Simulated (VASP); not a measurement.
**A point defect in Gallium**

How easily does a point defect form in Gallium? The host is relaxed first, then a supercell is run with and without the defect. The start is a cell from a database of measured crystal structures.

Main program and level: VASP 6.6.1; SCAN; plane waves and PAW (Ga), in the first sound run; inputs show where later runs differ.

Most raw output is cut from this account.

**1. The host crystal**

Symmetry: Cmce, No. 64, orthorhombic system. The conventional cell has a = 4.523 Å, b = 7.661 Å, c = 4.524 Å, α = 90.00°, β = 90.00°, γ = 90.00°. Nearest to Ga lie 5 Ga at 2.48 to 2.73 Å.

**2. The host at zero pressure**

The later steps need the crystal at this functional's own lattice; a raised cutoff keeps the stress reliable while the cell changes.

The input, INCAR:

```
SYSTEM = Ga
PREC = Accurate
ENCUT = 350
EDIFF = 1E-06
NELM = 120
ISMEAR = 1
SIGMA = 0.15
LREAL = .FALSE.
ALGO = Normal
METAGGA = SCAN
LASPH = .TRUE.
NBANDS = 12
LORBIT = 11
LWAVE = .FALSE.
LCHARG = .FALSE.
KPAR = 4
IBRION = 2
NSW = 40
ISIF = 3
EDIFFG = -0.02
POTIM = 0.4
```

The input, POSCAR:

```
Ga
1.0
    2.2615000000     -3.8305000000      0.0000000000
    2.2615000000      3.8305000000      0.0000000000
    0.0000000000      0.0000000000      4.5240000000
Ga
4
Direct
    0.3451000000      0.6549000000      0.4190000000
    0.1549000000      0.8451000000      0.9190000000
    0.6549000000      0.3451000000      0.5810000000
    0.8451000000      0.1549000000      0.0810000000
```

The input, KPOINTS:

```
Automatic mesh
0
Gamma
6 6 5
0 0 0
```

Potentials, in the order of the species: Ga (PBE family, release 64).

Launch:

```console
$ mpirun -np 4 vasp_std
```

The job ended after 1.8 min (4 MPI ranks of AMD EPYC 7R13 (Zen 3), shared host; peak memory 0.58 GiB; 7.2 min of CPU time).

The k-mesh is coarse for a metal. The PAW data sets were made with PBE, which is usual practice but a small mismatch for other functionals. The data set Ga keeps the semicore shell frozen, which is cheaper and a little less accurate. The run keeps the 8 symmetry operations of its start, so it cannot find a distortion of lower symmetry.

Relaxation path:

```csv
step,energy less that of the first step (eV),largest force (eV/Å),pressure (GPa),volume (Å³)
1,0.0000,0.1256,-1.48,78.38
2,-0.0139,0.0711,-0.33,76.74
3,-0.0157,0.0525,0.28,75.98
4,-0.0190,0.0489,0.23,76.01
5,-0.0208,0.0600,0.18,76.05
6,-0.0215,0.0358,-0.06,76.31
7,-0.0215,0.0343,-0.13,76.40
8,-0.0219,0.0265,-0.09,76.33
9,-0.0222,0.0197,-0.01,76.23
```

```csv
"conventional cell, symmetrised",before,after,change
a (Å),4.523,4.412,-2.5 %
b (Å),7.661,7.594,-0.9 %
c (Å),4.524,4.551,+0.6 %
volume (Å³/atom),19.59,19.06,-2.7 %
```

The atoms that moved most (Å, as changes of fractional coordinates times the final cell):

```csv
atom,dx,dy,dz,length
Ga2,0.000,-0.003,-0.019,0.019
Ga3,0.000,-0.003,0.019,0.019
Ga4,0.000,0.003,0.019,0.019
Ga1,0.000,0.003,-0.019,0.019
```

The relaxed structure:

```
Ga
1.0
     2.20590   -3.79694    0.00000
     2.20590    3.79694    0.00000
     0.00000    0.00000    4.55084
Ga
4
Direct
  0.34476 0.65524 0.41483
  0.15524 0.84476 0.91483
  0.65524 0.34476 0.58517
  0.84476 0.15524 0.08517
```

Numbers from this step:

- electronic cycles: 56
- electrons: 12
- free energy (TOTEN): -65.3789 eV
- energy at zero smearing: -65.3793 eV
- Fermi energy: 2.208 eV
- labelled metallic, from the levels on this mesh: yes

The run ended after 9 ionic steps, 0.022 eV below its first step, once forces and stress met EDIFFG = -0.02.

**3. The supercell without the defect**

System of this step: Gallium. Symmetry: Cmce, No. 64, orthorhombic system. The conventional cell has a = 4.412 Å, b = 7.594 Å, c = 4.551 Å, α = 90.00°, β = 90.00°, γ = 90.00°. Nearest to Ga lie 7 Ga at 2.48 to 2.75 Å.

The same cell, mesh and cutoff without the defect give the energy to subtract and, in a gapped host, the band edges to count from, so that most errors cancel.

The input, INCAR:

```
SYSTEM = Ga
PREC = Normal
ENCUT = 300
EDIFF = 1E-05
NELM = 120
ISMEAR = 1
SIGMA = 0.2
LREAL = Auto
ALGO = Normal
METAGGA = SCAN
LASPH = .TRUE.
NBANDS = 72
LORBIT = 11
LWAVE = .FALSE.
LCHARG = .FALSE.
KPAR = 4
```

The input, POSCAR:

```
Ga
1.0
    0.0000000000      7.5938802296      4.5508431158
    0.0000000000     -7.5938802296      4.5508431158
    8.8236014028      0.0000000000     -9.1016862316
Ga
32
Direct
    0.5350385936      0.3797956489      0.2500000000
    0.0350385936      0.8797956488      0.2500000000
    0.0350385936      0.3797956488      0.5000000000
    0.5350385936      0.8797956488      0.5000000000
    0.5350385936      0.3797956489      0.7500000000
    0.0350385936      0.8797956488      0.7500000000
    0.0350385935      0.3797956488      0.0000000000
    0.5350385936      0.8797956488      0.0000000000
    0.8797956489      0.5350385936      0.2500000000
    0.3797956488      0.0350385935      0.2500000000
    0.3797956489      0.5350385936      0.5000000000
    0.8797956489      0.0350385936      0.5000000000
    0.8797956489      0.5350385936      0.7500000000
    0.3797956489      0.0350385936      0.7500000000
    0.3797956489      0.5350385936      0.0000000000
    0.8797956489      0.0350385936      0.0000000000
    0.4649614064      0.6202043512      0.2500000000
    0.9649614065      0.1202043512      0.2500000000
    0.9649614064      0.6202043512      0.5000000000
    0.4649614065      0.1202043512      0.5000000000
    0.4649614064      0.6202043512      0.7500000000
    0.9649614065      0.1202043512      0.7500000000
    0.9649614064      0.6202043512      0.0000000000
    0.4649614065      0.1202043512      0.0000000000
    0.1202043512      0.4649614064      0.2500000000
    0.6202043512      0.9649614064      0.2500000000
    0.6202043512      0.4649614064      0.5000000000
    0.1202043512      0.9649614064      0.5000000000
    0.1202043512      0.4649614064      0.7500000000
    0.6202043512      0.9649614065      0.7500000000
    0.6202043512      0.4649614064      0.0000000000
    0.1202043512      0.9649614064      0.0000000000
```

The input, KPOINTS:

```
Automatic mesh
0
Gamma
6 6 6
0 0 0
```

Launch:

```console
$ mpirun -np 4 vasp_std
```

It took 13 min on 4 MPI ranks; peak memory 2.8 GiB; 45 min of CPU time.

This step gave:

```yaml
electronic_cycles: 13
electrons: 96
free_energy_toten: -522.9667 eV
energy_at_zero_smearing: -522.9699 eV
fermi_energy: 2.267 eV
```

Force (size) by element, in eV/Å:

```csv
element,atoms,mean,spread (r.m.s.),least,largest
Ga,32,0.0510,0.0000,0.0510,0.0510
```

The atoms with the largest values:

```csv
atom,"x, y, z (Å)",force (eV/Å)
Ga1,"2.21, 1.18, 1.89","0.0000, 0.0505, -0.0074"
Ga2,"2.21, -6.41, 1.89","0.0000, 0.0505, -0.0074"
Ga3,"4.41, -2.62, -2.66","0.0000, 0.0505, -0.0074"
Ga4,"4.41, -2.62, 1.89","0.0000, 0.0505, -0.0074"
Ga5,"6.62, 1.18, -2.66","0.0000, 0.0505, -0.0074"
Ga6,"6.62, -6.41, -2.66","0.0000, 0.0505, -0.0074"
Ga7,"0.00, -2.62, 1.89","0.0000, 0.0505, -0.0074"
Ga8,"0.00, -2.62, 6.44","0.0000, 0.0505, -0.0074"
```

The host is treated as a metal, as its relaxation found a gap under 0.3 eV or none, and only the neutral defect is run.

**4. Relaxing the atoms**

This step: SCAN; plane waves and PAW (H) (VASP 6.6.1).

System of this step: H2. The cell holds 2 atoms: 2 H. Cell: a = 11.000 Å, b = 11.500 Å, c = 13.000 Å, α = 90.0°, β = 90.0°, γ = 90.0°. Vacuum lies along a, b and c.

The reference for H is the H2 molecule, relaxed in a box at the cutoff of the large cell.

The input, INCAR:

```
SYSTEM = H
PREC = Normal
ENCUT = 300
EDIFF = 1E-05
NELM = 120
ISMEAR = 0
SIGMA = 0.01
LREAL = Auto
ALGO = Normal
METAGGA = SCAN
LASPH = .TRUE.
NBANDS = 7
LORBIT = 11
LWAVE = .FALSE.
LCHARG = .FALSE.
NCORE = 4
IBRION = 2
NSW = 20
ISIF = 2
EDIFFG = -0.03
POTIM = 0.4
MAXMIX = 40
ISYM = 0
```

The input, POSCAR:

```
H
1.0
   11.0000000000      0.0000000000      0.0000000000
    0.0000000000     11.5000000000      0.0000000000
    0.0000000000      0.0000000000     13.0000000000
H
2
Direct
    0.5000000000      0.5000000000      0.4715384600
    0.5000000000      0.5000000000      0.5284615400
```

The input, KPOINTS:

```
Automatic mesh
0
Gamma
1 1 1
0 0 0
```

The projector-augmented-wave data sets are H (PBE family, release 64).

Launch:

```console
$ mpirun -np 4 vasp_gam
```

Wall time 21 s (4 MPI ranks); peak memory 0.59 GiB; 81 s of CPU time.

No atom moved by 0.005 Å in the relaxation.

This step gave:

```
electronic cycles                                     : 31
electrons                                             : 2
free energy (TOTEN)                                   : -6.861 eV
gap between the highest filled and lowest empty level : 10.82 eV
```

The run ended after 3 ionic steps, 0.000 eV below its first step, once the forces on the free atoms met EDIFFG = -0.03.

Energy at zero smearing: -6.86090 eV.

**5. Relaxing the defect**

This step: SCAN; plane waves and PAW (Ga, H) (VASP 6.6.1).

System of this step: Ga32H (Gallium). The cell holds 33 atoms: 32 Ga and 1 H. Its edges and angles: a = 8.853 Å, b = 8.853 Å, c = 12.677 Å, α = 111.7°, β = 111.7°, γ = 118.1°. It derives from Ga (Gallium). Nearest the centre at fractional (0.250, 0.250, 0.000): H33 at 0.00 Å, Ga15 at 2.23 Å, Ga32 at 2.23 Å, Ga6 at 2.53 Å, Ga17 at 2.53 Å, Ga22 at 2.53 Å, Ga1 at 2.53 Å, Ga24 at 2.65 Å.

The host is treated as a metal, since its gap is under 0.3 eV or closed. The run keeps 4 symmetry operations, which cuts the number of k-points but bars distortions that break them. The atoms relax at the host's fixed cell.

The input, INCAR:

```
SYSTEM = Ga32H
PREC = Normal
ENCUT = 300
EDIFF = 1E-05
NELM = 120
ISMEAR = 1
SIGMA = 0.2
LREAL = Auto
ALGO = Normal
METAGGA = SCAN
LASPH = .TRUE.
NBANDS = 72
LORBIT = 11
LWAVE = .FALSE.
LCHARG = .TRUE.
KPAR = 4
IBRION = 2
NSW = 50
ISIF = 2
EDIFFG = -0.03
POTIM = 0.4
MAXMIX = 40
ISYM = 2
```

The input, POSCAR:

```
Ga32H
1.0
    0.0000000000      7.5938802296      4.5508431158
    0.0000000000     -7.5938802296      4.5508431158
    8.8236014028      0.0000000000     -9.1016862316
Ga H
32 1
Direct
    0.5350385900      0.3797956500      0.2500000000
    0.0350385900      0.8797956500      0.2500000000
    0.0350385900      0.3797956500      0.5000000000
    0.5350385900      0.8797956500      0.5000000000
    0.5350385900      0.3797956500      0.7500000000
    0.0350385900      0.8797956500      0.7500000000
    0.0350385900      0.3797956500      0.0000000000
    0.5350385900      0.8797956500      0.0000000000
    0.8797956500      0.5350385900      0.2500000000
    0.3797956500      0.0350385900      0.2500000000
    0.3797956500      0.5350385900      0.5000000000
    0.8797956500      0.0350385900      0.5000000000
    0.8797956500      0.5350385900      0.7500000000
    0.3797956500      0.0350385900      0.7500000000
    0.3797956500      0.5350385900      0.0000000000
    0.8797956500      0.0350385900      0.0000000000
    0.4649614100      0.6202043500      0.2500000000
    0.9649614100      0.1202043500      0.2500000000
    0.9649614100      0.6202043500      0.5000000000
    0.4649614100      0.1202043500      0.5000000000
    0.4649614100      0.6202043500      0.7500000000
    0.9649614100      0.1202043500      0.7500000000
    0.9649614100      0.6202043500      0.0000000000
    0.4649614100      0.1202043500      0.0000000000
    0.1202043500      0.4649614100      0.2500000000
    0.6202043500      0.9649614100      0.2500000000
    0.6202043500      0.4649614100      0.5000000000
    0.1202043500      0.9649614100      0.5000000000
    0.1202043500      0.4649614100      0.7500000000
    0.6202043500      0.9649614100      0.7500000000
    0.6202043500      0.4649614100      0.0000000000
    0.1202043500      0.9649614100      0.0000000000
    0.2500000000      0.2500000000      0.0000000000
```

The input, KPOINTS:

```
Automatic mesh
0
Gamma
6 6 6
0 0 0
```

The projector-augmented-wave data sets are Ga and H (PBE family, release 64).

Launch:

```console
$ mpirun -np 4 vasp_std
```

The job ended after 51 min (4 MPI ranks).

The steps of the relaxation:

```csv
step,energy less that of the first step (eV),largest force (eV/Å)
1,0.0000,0.3188
2,-0.0133,0.2876
3,-0.0338,0.1901
4,-0.0344,0.1690
5,-0.0473,0.1371
6,-0.0731,0.1457
```

The atoms that moved most (Å):

```csv
atom,dx,dy,dz,length
Ga32,0.000,-0.084,0.101,0.132
Ga15,0.000,0.084,-0.101,0.132
Ga16,0.000,-0.019,-0.030,0.035
Ga31,0.000,0.019,0.030,0.035
Ga13,0.029,-0.012,-0.004,0.032
Ga29,0.029,0.012,0.004,0.032
Ga26,-0.029,0.012,0.004,0.032
Ga10,-0.029,-0.012,-0.004,0.032
```

Final coordinates:

```xyz
33
Lattice="0.0000 7.5939 4.5508 0.0000 -7.5939 4.5508 8.8236 0.0000 -9.1017" Properties=species:S:1:pos:R:3 pbc="T T T"
Ga    2.2285    1.1874    1.9041
Ga    2.2058   -6.4154    1.8946
Ga    4.4118   -2.5965   -2.6485
Ga    4.4118   -2.6273    1.8914
Ga    6.6178    1.1784   -2.6563
Ga    6.5951   -6.4065   -2.6467
Ga    0.0000   -2.6298    1.8674
Ga    0.0000   -2.6091    6.4448
Ga    2.1990    2.6077    4.1677
Ga    2.1764    2.6061   -0.3911
Ga    4.4118   -1.1760   -0.3907
Ga    4.4118    6.3927   -0.3790
Ga    6.6472    2.6061   -0.3911
Ga    6.6246    2.6077   -4.9340
Ga    0.0000   -1.0949    4.0619
Ga    0.0000    6.3958    4.1335
Ga    2.2285   -1.1874    2.6467
Ga    2.2058    6.4154    2.6563
Ga    4.4118    2.6273    2.6595
Ga    4.4118    2.5965   -1.9023
Ga    6.6178   -1.1785   -1.8946
Ga    6.5951    6.4065   -1.9041
Ga    0.0000    2.6091    7.2077
Ga    0.0000    2.6298    2.6835
Ga    2.1990   -2.6077    0.3831
Ga    2.1764   -2.6061    4.9420
Ga    4.4118    1.2011    0.3790
Ga    4.4118   -6.4179    0.3907
Ga    6.6472   -2.6061   -4.1597
Ga    6.6246   -2.6077    0.3831
Ga    0.0000    1.1981    4.9682
Ga    0.0000   -6.4990    5.0398
H     0.0000    0.0000    2.2754
```

The run met its time limit with a largest force of 0.15 eV/Å at its last finished step, so it is continued.

**6. Going on with the relaxation**

The relaxation goes on from where it stopped.

INCAR: that of step 5 with these lines changed.

```diff
@@ -20,3 +20,3 @@
 EDIFFG = -0.03
-POTIM = 0.4
+POTIM = 0.25
 MAXMIX = 40
```

The input, POSCAR:

```
Ga32H
1.0
    0.0000000000      7.5938802296      4.5508431158
    0.0000000000     -7.5938802296      4.5508431158
    8.8236014028      0.0000000000     -9.1016862316
Ga H
32 1
Direct
    0.5399449435      0.3835876366      0.2525584025
    0.0357307905      0.8805466550      0.2499836295
    0.0380483780      0.3799693098      0.5000000000
    0.5348158377      0.8807947758      0.5000000000
    0.5357635314      0.3805793959      0.7500163705
    0.0348281386      0.8784708317      0.7474415975
    0.0320183833      0.3783194157      0.0000000000
    0.5363015787      0.8798774083      0.0000000000
    0.8788144857      0.5354213378      0.2492144628
    0.3752731596      0.0320921968      0.2466569746
    0.3796408391      0.5344984424      0.5000000000
    0.8792745401      0.0374467419      0.5000000000
    0.8819592105      0.5387782477      0.7533430254
    0.3803855601      0.0369924121      0.7507855372
    0.3741898323      0.5183698388      0.0000000000
    0.8752595850      0.0330256725      0.0000000000
    0.4651718614      0.6215291683      0.2525584025
    0.9642364686      0.1194206041      0.2499836295
    0.9651841623      0.6192052242      0.5000000000
    0.4619516220      0.1200306902      0.5000000000
    0.4642692095      0.6194533450      0.7500163705
    0.9600550565      0.1164123634      0.7474415975
    0.9636984213      0.6201225917      0.0000000000
    0.4679816167      0.1216805843      0.0000000000
    0.1196144399      0.4630075879      0.2492144628
    0.6180407895      0.9612217523      0.2466569746
    0.6207254599      0.4625532581      0.5000000000
    0.1203591609      0.9655015576      0.5000000000
    0.1247268404      0.4679078032      0.7533430254
    0.6211855143      0.9645786622      0.7507855372
    0.6247404150      0.4669743275      0.0000000000
    0.1258101677      0.9816301612      0.0000000000
    0.2500000000      0.2500000000      0.0000000000
```

KPOINTS is that of step 5.

Launch:

```console
$ mpirun -np 4 vasp_std
```

It took 51 min on 4 MPI ranks.

The run was stopped at its time limit, so it gives no result of its own.

**7. Summary of results**

| Quantity | Value |
| --- | --- |
| result | none |

What this shows: The session ends without its result: «relax the defect» met its time limit.

[Lines on the potential files, build, host, timing and source positions are cut from VASP's logs without a mark.]

[Logs are printed without paths, hosts, clocks, repeated set-up lines and the standing remarks that a program may print on its own settings, such as how far it seeks lower states.]

[Hosts, paths, dates, database ids (printed as entryN), source tags and the programs' standing remarks are cut or masked in the printed files.]

[In band tables of VASP the shares of atoms and orbitals are scaled to a sum of 1 inside the atoms' spheres.]

[Runs that stopped without an error message from VASP are left out.]
